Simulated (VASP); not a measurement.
Energy against volume of KI (rock salt). Method: optB86b-vdW, VASP's PBE PAW potentials (set 64) (plane waves; VASP).

```tsv
V (Å³/atom)	E (eV/atom)
40.688	-0.75426
41.986	-0.75986
43.285	-0.76163
44.583	-0.76019
45.882	-0.75606
```

### Question
Fit a third-order Birch-Murnaghan equation of state.

### Answer

```yaml
volume_per_atom: 43.31 Å³/atom
bulk_modulus: 13.1 GPa
pressure_derivative_of_the_bulk_modulus: 4.90
lattice_constant_a: 7.024 Å
```

The compound is KI in the rock salt structure. It was relaxed first.
